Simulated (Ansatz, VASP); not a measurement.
## TiB2 (TiB2 strained to the junction's net) in two plane-wave programs

One calculation is typed for both programs; each brings its own data sets. How far apart do they land? The structure shown is the end of the Ansatz relaxation below.

Method: plane waves, with VASP 6.6.1 beside it; single point at PBE with D3(BJ), in Ansatz 0.2.0.

**1. Starting point**

The structure is hexagonal, space group P6/mmm (No. 191). The conventional cell has a = 3.062 Å, b = 3.062 Å, c = 3.154 Å, α = 90.00°, β = 90.00°, γ = 120.00°. Nearest to Ti lie 12 B at 2.37 Å. B has 3 B at 1.77 Å and 6 Ti at 2.37 Å nearest. Farther neighbours are not listed.

**2. Ansatz: relaxation, PBE with D3(BJ)**

Ansatz runs on its default PAW (the set named soft_2) files.

This run makes the geometry at which the two programs are then compared.

Contents of input.yaml:

```yaml
crystal:
  lattice:
    - [3.062, 0.0, 0.0]
    - [-1.531, 2.6517697864, 0.0]
    - [0.0, 0.0, 3.2061214521]
  atoms:
    - { symbol: Ti, position: [0.0, 0.0, 0.0] }
    - { symbol: B, position: [0.3333333333, 0.6666666667, 0.5] }
    - { symbol: B, position: [0.6666666667, 0.3333333333, 0.5] }
kpoints:
  mp_grid: { grid: [12, 12, 10] }
scf:
  occupations: { method: fermi_dirac, width: 0.1 }
  max_iter: 150
hamiltonian:
  xc: pbe
  dispersion: d3bj
relax:
  f_tol: 0.01
  max_steps: 40
  cell: { fix: [a, b, angles] }
```

Command:

```console
$ ansatz run input.yaml --threads 4 --pin off --max-ram 10240MiB --backend cpu --events-out ev --progress --plain --runs-dir out
```

Numbers of over 12 decimals in the logs are rounded to 6 here.

Log:

```text
Engine: ansatz 0.2.0, x86_64-unknown-linux-gnu
Pseudopotentials: kind: paw
Pseudopotential: Ti, paw, valence charge 12, recommended cutoff 420 eV (normal), Ti.paw.azcp
Pseudopotential: B, paw, valence charge 3, recommended cutoff 420 eV (normal), B.paw.azcp
Functional definition: PBE
  parameter kappa = 0.804
  parameter beta = 0.066725
  exchange = pbe_x(kappa = kappa, mu = beta*pi^2/3)
  correlation = pbe_c(beta = beta)
Crystal: 3 atoms, lattice volume = 26.033 Å³
Basis set: ecut = 420 eV, 503 PW (Γ), exchange–correlation on 48×48×48 points (8 copies of the dense FFT grid, shifted against one another)
Bands: 13, of which v1, the nominal top of the filled ones, is band 9 counted from 1 (8 counted from 0)
Symmetry: 24 space group operations
Space group: P6/mmm (ITA 191), of the structure as read, at distance tolerance 3.0e-5 Å
k-points: 114 of 1440
Non-local potential: Ti, projectors of the file, l = 0: 3, l = 1: 2, l = 2: 3, l = 3: 1
Non-local potential: B, projectors of the file, l = 0: 2, l = 1: 2, l = 2: 1
PAW form: soft (Blöchl's): semilocal exchange-correlation on the pseudo side does not see the compensation charge
PAW one-centre angular grid: Ti, 590 points (default); XC on 64 Gauss nodes
PAW one-centre angular grid: B, 110 points (default); XC on 64 Gauss nodes
Initial density: superposition of atomic densities (neutral atoms: chi_scale 0, normalization atom), corrected by the library's trained network
Initial wavefunctions: pseudopotential atomic-orbital guess
Functional: x = pbe(κ = 0.804, μ = 0.219515), c = pbe(β = 0.066725)
SCF iter   1: F=—  HF=-2815.930134 eV  |F-HF|=—  |Δ(HF+E_count)|=         —  Δρ=3.12e-3  dr2=2.05e-3  ethr=1.77e-3  ⟨swp⟩=4.4  Hψ=7262  notcnv=0
preconditioner: auto → none  [metal: Δε(μ)=0.034 eV  Ē_g=8.045 eV  σ=0.100 eV  W_gap=0.08  n_scr=8 (ndim 8)  ℏωp=23.0 eV  f_vac=0.000  D(μ)=0.38/eV (n_scr^D=0)  sad-step TF]
SCF iter   2: F=—  HF=-2815.929520 eV  |F-HF|=—  |Δ(HF+E_count)|=   6.14e-4  Δρ=1.71e-3  dr2=6.69e-4  ethr=1.14e-5  ⟨swp⟩=1.2  Hψ=2494  notcnv=0
SCF iter   3: F=—  HF=-2815.929391 eV  |F-HF|=—  |Δ(HF+E_count)|=   1.29e-4  Δρ=1.38e-4  dr2=4.77e-6  ethr=3.72e-6  ⟨swp⟩=2.5  Hψ=2124  notcnv=0
SCF iter   4: F=—  HF=-2815.929382 eV  |F-HF|=—  |Δ(HF+E_count)|=   9.20e-6  Δρ=3.03e-5  dr2=2.08e-7  ethr=2.65e-8  ⟨swp⟩=2.8  Hψ=2486  notcnv=0
iter 5 did not close the SCF: its close was put off for the readings that it lacked (scf_convergence_deferred on its scf_iter line)
SCF iter   5: F=-2815.929382 eV  HF=-2815.929382 eV  |F-HF|=1.17e-9  |Δ(HF+E_count)|=   2.93e-8  Δρ=3.65e-6  dr2=3.03e-9  ethr=1.15e-9  ⟨swp⟩=2.9  Hψ=2599  notcnv=0
SCF iter   6: F=-2815.929382 eV  HF=-2815.929382 eV  |F-HF|=1.09e-11  |Δ(HF+E_count)|=  2.43e-10  Δρ=5.51e-7  dr2=5.32e-11  ethr=1.69e-11  ⟨swp⟩=1.7  Hψ=4331  notcnv=0
SCF 1 converged in 6 iterations: F = -2815.929382 eV  dr2 = 5.32e-11
  greatest PAW one-centre occupation: 0.999 electrons in one spin orbital (limit 2), on the Ti atom at site 0 (counted from 0), in its partial waves of l = 0
relax step   1: F+E_penalty+E_count = -2815.92938222 eV  Δ(F+E_penalty+E_count) = +0.000e0 eV  max|allowed force component| = 2.097e-16 eV/Å  Δτ_max = 0.0000 Å  P = -11.781 GPa  Ω = 26.033 Å³  fix = [a, b, alpha, beta, gamma]  reactions: a -14.072, b -14.072 GPa  (6 SCF iters, dr2 threshold 1.00e-7 eV, accepted)
[...]
relax step   2: F+E_penalty+E_count = -2815.93953562 eV  Δ(F+E_penalty+E_count) = -1.015e-2 eV  max|allowed force component| = 7.864e-17 eV/Å  Δτ_max = 0.0000 Å  P = -8.319 GPa  Ω = 25.594 Å³  energy of the carried Pulay correction = +5.627e-4 eV  fix = [a, b, alpha, beta, gamma]  reactions: a -12.629, b -12.629 GPa  (6 SCF iters, dr2 threshold 3.00e-7 eV, accepted)
[...]
relax step   3: F+E_penalty+E_count = -2815.93952867 eV  Δ(F+E_penalty+E_count) = +6.959e-6 eV  max|allowed force component| = 5.551e-17 eV/Å  Δτ_max = 0.0000 Å  P = -8.465 GPa  Ω = 25.612 Å³  energy of the carried Pulay correction = +5.399e-4 eV  fix = [a, b, alpha, beta, gamma]  reactions: a -12.692, b -12.692 GPa  (6 SCF iters, dr2 threshold 2.26e-7 eV, accepted)
[...]
relax step   4: F+E_penalty+E_count = -2815.93904800 eV  Δ(F+E_penalty+E_count) = +4.807e-4 eV  max|allowed force component| = 6.168e-17 eV/Å  Δτ_max = 0.0000 Å  P = -8.486 GPa  Ω = 25.612 Å³  fix = [a, b, alpha, beta, gamma]  reactions: a -12.705, b -12.705 GPa  stress off target by 5.00e-2 GPa on what of the cell is left free  SCF on the basis re-selected at this cell (its energy is not comparable with the rows above)  (8 SCF iters)
basis re-selected at this cell: Δ(F+E_penalty+E_count) = +4.807e-4 eV, ΔP = -0.021 GPa vs the last step (what re-selecting the basis moved, of the pressure what is left beyond the Pulay correction that the steps carried, after the strain that the cell walked since its last selection, with what the two solves' SCF thresholds leave and, on support functions, any second-order correction that the steps lacked; it is no m [...]
SCF converged after 8 iterations
Free energy (F): -2815.939048 eV
Harris-Foulkes:  -2815.939048 eV  (|F-HF|=4.55e-13)
Internal energy: -2815.926338 eV  (E = F + TS)
E sigma→0 (E₀):  -2815.932693 eV
Entropy (-TS):   -0.012710 eV (-4.237 meV/atom)
Fermi energy:    15.206067 eV
--- Per-component energies (eV) ---
  E_band       = -92.687528
  E_kinetic    = 375.808651
  E_local      = -786.680488  (includes V_loc(G=0)·N_el)
  E_nonlocal   = 28.705701
  E_hartree    = 334.088298
  E_xc         = -165.048164
  E_vxc        = -202.745061  (∫ρ·V_xc dr)
  E_paw        = -1204.634072  (= ΣΔE_a)
  E_vpaw       = -175.953028  (= ΣTr[D̂ρ^β])
  E_aug_tail   = 0.000100  (compensation charges beyond the density's cutoff)
  E_ewald      = -1396.906569
  E_disp       = -1.259796  (pairwise vdW)
  E_smearing   = -0.012710  (= −TS)
  E_closure    = 0.000000  (closes the sum)
  Σ components = -2815.939048   (vs F -2815.939048, Δ=0.00e0)
--- Forces (eV/Å), atoms counted from 1 ---
  atom   1  Ti     0.00000000     0.00000000     0.00000000
  atom   2  B     -0.00000000     0.00000000    -0.00000000
  atom   3  B      0.00000000    -0.00000000     0.00000000
  max |Σ_I F_I| component: 9.25e-17 eV/Å
--- Stress (GPa, compression-positive) ---
      -12.704536       0.000000      -0.000000
        0.000000     -12.704536      -0.000000
       -0.000000      -0.000000      -0.049955
  P = ⅓ Tr σ = -8.4863 GPa (-84.863 kbar)
--- Relaxed structure (3 steps of the walk, 3 accepted, 1 SCFs on fresh bases) ---
  F+E_penalty+E_count = -2815.93904800 eV   max|allowed force component| = 6.168e-17 eV/Å   (the final SCF, on the basis selected at the relaxed cell)
  cell:  # Å, volume = 25.6116 Å³
    - [3.062000, 0, 0]
    - [-1.531000, 2.651770, 0]
    - [0, 0, 3.154247]
  atoms:
    - { symbol: Ti, position: [0, 0, 0] }
    - { symbol: B, position: [0.333333, 0.666667, 0.5] }
    - { symbol: B, position: [0.666667, 0.333333, 0.5] }
```

In the SCF lines HF is the Harris–Foulkes energy and dr2 the Hartree energy of the density residual, in eV; the loop may stop once dr2 is under the threshold and the program's other checks hold. Hψ counts applications of the Hamiltonian.

**3. VASP: single point, PBE with D3(BJ)**

The same cell, functional, mesh and smearing now go to VASP, with its own data sets.

Lines of VASP's logs that name or quote its potential files are left out, and so is its time.

Contents of INCAR:

```
SYSTEM = TiB2
PREC = Accurate
ENCUT = 500
EDIFF = 1E-06
NELM = 120
ISMEAR = -1
SIGMA = 0.1
LREAL = .FALSE.
ALGO = Normal
GGA = PE
IVDW = 12
NBANDS = 15
LASPH = .TRUE.
LORBIT = 11
LWAVE = .FALSE.
LCHARG = .FALSE.
ISIF = 2
GGA_COMPAT = .FALSE.
KPAR = 2
```

Contents of POSCAR:

```
TiB2
1.0
    3.0620000000      0.0000000000      0.0000000000
   -1.5310000000      2.6517697864      0.0000000000
    0.0000000000      0.0000000000      3.1542473684
Ti B
1 2
Direct
    0.0000000000      0.0000000000      0.0000000000
    0.3333333333      0.6666666667      0.5000000000
    0.6666666667      0.3333333333      0.5000000000
```

Contents of KPOINTS:

```
Automatic mesh
0
Gamma
12 12 10
0 0 0
```

PAW data sets: Ti_sv and B (PBE family, release 64).

Command:

```console
$ mpirun -np 2 vasp_std
```

Log:

```text
[banner, memory and clock lines left out]
running    2 mpi-ranks, on    1 nodes
 distrk:  each k-point on    1 cores,    2 groups
 distr:  one band on    1 cores,    1 groups

 POSCAR found type information on POSCAR TiB
 POSCAR found :  2 types and       3 ions
 LDA part: xc-table for (Slater+PW92), standard interpolation
 POSCAR, INCAR and KPOINTS ok, starting setup
 FFT: planning ... GRIDC
 FFT: planning ... GRID_SOFT
 FFT: planning ... GRID
 WAVECAR not read
 entering main loop
       N       E                     dE             d eps       ncg     rms          rms(c)
DAV:   1     0.121573711077E+03    0.12157E+03   -0.88620E+03  3420   0.133E+03
DAV:   2    -0.218748092964E+02   -0.14345E+03   -0.13934E+03  3658   0.353E+02
DAV:   3    -0.292033628340E+02   -0.73286E+01   -0.72536E+01  5019   0.776E+01
DAV:   4    -0.293767995232E+02   -0.17344E+00   -0.17327E+00  4119   0.106E+01
DAV:   5    -0.293810033293E+02   -0.42038E-02   -0.42037E-02  5116   0.143E+00    0.169E+01
DAV:   6    -0.244098628896E+02    0.49711E+01   -0.20915E+01  4779   0.512E+01    0.377E+00
DAV:   7    -0.244121071039E+02   -0.22442E-02   -0.11655E+00  3696   0.124E+01    0.337E+00
DAV:   8    -0.244157430110E+02   -0.36359E-02   -0.85962E-02  5636   0.250E+00    0.786E-01
DAV:   9    -0.244146331756E+02    0.11098E-02   -0.32998E-02  4230   0.244E+00    0.236E-01
DAV:  10    -0.244141973918E+02    0.43578E-03   -0.30620E-03  4355   0.713E-01    0.686E-02
DAV:  11    -0.244142120698E+02   -0.14678E-04   -0.32234E-04  4602   0.207E-01    0.694E-02
DAV:  12    -0.244141852373E+02    0.26833E-04   -0.11070E-04  3934   0.140E-01    0.150E-02
DAV:  13    -0.244141852229E+02    0.14337E-07   -0.49749E-06  4440   0.196E-02
   1 F= -.25673681E+02 E0= -.25667313E+02  d E =-.127356E-01
```

Parts of OUTCAR (step 3):

```text
ion  position               nearest neighbor table
   1  0.000  0.000  0.000-   2 2.37   3 2.37   2 2.37   3 2.37   3 2.37   3 2.37   2 2.37   2 2.37
                             3 2.37   3 2.37   2 2.37   2 2.37
   2  0.333  0.667  0.500-   3 1.77   3 1.77   3 1.77   1 2.37   1 2.37   1 2.37   1 2.37   1 2.37
                             1 2.37
   3  0.667  0.333  0.500-   2 1.77   2 1.77   2 1.77   1 2.37   1 2.37   1 2.37   1 2.37   1 2.37
                             1 2.37

  LATTYP: Found a hexagonal cell.
 ALAT       =     3.0620000000
 C/A-ratio  =     1.0301265083

 Subroutine GETGRP returns: Found 24 space group operations
 (whereof 24 operations were pure point group operations)

The static configuration has the point symmetry D_6h.

 Found    114 irreducible k-points:

   k-points           NKPTS =    114   k-points in BZ     NKDIM =    114   number of bands    NBANDS=     15

   dimension x,y,z NGX =    24 NGY =   24 NGZ =   24
   dimension x,y,z NGXF=    48 NGYF=   48 NGZF=   48

   ENCUT  =  500.0 eV  36.75 Ry    6.06 a.u.   5.58  5.58  5.75*2*pi/ulx,y,z

   NELECT =      18.0000    total number of electrons

 k-points in reciprocal lattice and weights: Automatic mesh
   0.00000000  0.00000000  0.00000000       0.001
   0.08333333  0.00000000  0.00000000       0.004
   0.16666667  0.00000000  0.00000000       0.004
   0.25000000  0.00000000  0.00000000       0.004
   0.33333333  0.00000000  0.00000000       0.004
   0.41666667 -0.00000000  0.00000000       0.004
   0.50000000  0.00000000  0.00000000       0.002
   0.08333333  0.08333333  0.00000000       0.004
   0.16666667  0.08333333  0.00000000       0.008
[...]
0.33333333  0.25000000  0.50000000       0.008
   0.33333333  0.33333333  0.50000000       0.001

 average (electrostatic) potential at core
       1 -70.8747       2 -22.3877       3 -22.3877

 E-fermi :  10.0230

 k-point     1 :       0.0000    0.0000    0.0000
  band No.  band energies     occupation
    ...
      5      -3.4481      2.00000
      6       7.1980      2.00000
      7       7.1980      2.00000
      8       7.9944      2.00000
      9       8.0915      2.00000
     10      11.9483      0.00000
     11      11.9483      0.00000
     12      13.8939      0.00000
     13      13.8939      0.00000
     14      15.5345      0.00000
    ...

 k-point     2 :       0.0833    0.0000    0.0000
  band No.  band energies     occupation
    ...
      5      -3.3160      2.00000
      6       6.8230      2.00000
      7       7.1811      2.00000
      8       7.9665      2.00000
      9       8.0472      2.00000
     10      11.9112      0.00000
     11      12.1980      0.00000
     12      13.3054      0.00000
     13      13.3877      0.00000
     14      16.1183      0.00000
    ...

 k-point     3 :       0.1667    0.0000    0.0000
  band No.  band energies     occupation
    ...
      5      -2.9271      2.00000
      6       5.8631      2.00000
      7       7.1184      2.00000
      8       7.6907      2.00000
      9       8.1609      2.00000
     10      11.8116      0.00000
     11      12.5316      0.00000
     12      12.8019      0.00000
     13      12.8049      0.00000
     14      16.7687      0.00000
    ...

 Edisp (eV)   -1.25950

  Total      -1.98766    -1.98766     0.03633     0.00000     0.00000     0.00000
  in kB    -124.34172  -124.34172     2.27282     0.00000     0.00000     0.00000
  external pressure =      -82.14 kB  Pullay stress =        0.00 kB

  energy-cutoff  :      500.00
  volume of cell :       25.61
      direct lattice vectors                 reciprocal lattice vectors
     3.062000000  0.000000000  0.000000000     0.326583932  0.188553321  0.000000000
    -1.531000000  2.651769786  0.000000000     0.000000000  0.377106642  0.000000000
     0.000000000  0.000000000  3.154247368     0.000000000  0.000000000  0.317032840

 POSITION                                       TOTAL-FORCE (eV/Angst)
 -----------------------------------------------------------------------------------
      0.00000      0.00000      0.00000         0.000000      0.000000     -0.000000
     -0.00000      1.76785      1.57712        -0.000000     -0.000000      0.000000
      1.53100      0.88392      1.57712         0.000000      0.000000     -0.000000
 -----------------------------------------------------------------------------------
    total drift:                               -0.000000      0.000000      0.000000

  FREE ENERGIE OF THE ION-ELECTRON SYSTEM (eV)
  ---------------------------------------------------
  free  energy   TOTEN  =       -25.6736811461 eV

  energy  without entropy=      -25.6609455884  energy(sigma->0) =      -25.66731337

 total charge
# of ion       s       p       d       tot
------------------------------------------
    1        2.177   6.214   2.047  10.438
    2        0.682   1.310   0.000   1.993
    3        0.682   1.310   0.000   1.993
--------------------------------------------------
tot          3.541   8.835   2.047  14.423

[... 3 further parts left out ...]
```

Dispersion corrections of this kind ignore metallic screening and tend to overbind metals.

**4. Comparison**

Known differences besides the potentials themselves: the cutoff is 420 eV in Ansatz and 500 eV in VASP; Ansatz's pressure holds a Pulay correction, VASP's none. Total energies have different zeros and are not compared.

Compared:

| quantity | Ansatz | VASP | difference |
| --- | --- | --- | --- |
| pressure (GPa) | -8.49 | -8.21 | -0.27 |

**5. What came out**

```json
{"difference in pressure (single point, PBE with D3(BJ))": "-0.27 GPa"}
```

In words: The difference in pressure is -0.27 GPa (single point, PBE with D3(BJ)), within the 1 GPa picked in this series as the mark of a large difference. How closely two codes agree says nothing of how well the functional describes the real material.

[Lines on the potential files, build, host, timing and source positions are cut from VASP's logs without a mark.]

[Logs are printed without paths, hosts, clocks, repeated set-up lines and the standing remarks that a program may print on its own settings, such as how far it seeks lower states.]

[Hosts, paths, dates, database ids (printed as entryN), source tags and the programs' standing remarks are cut or masked in the printed files.]
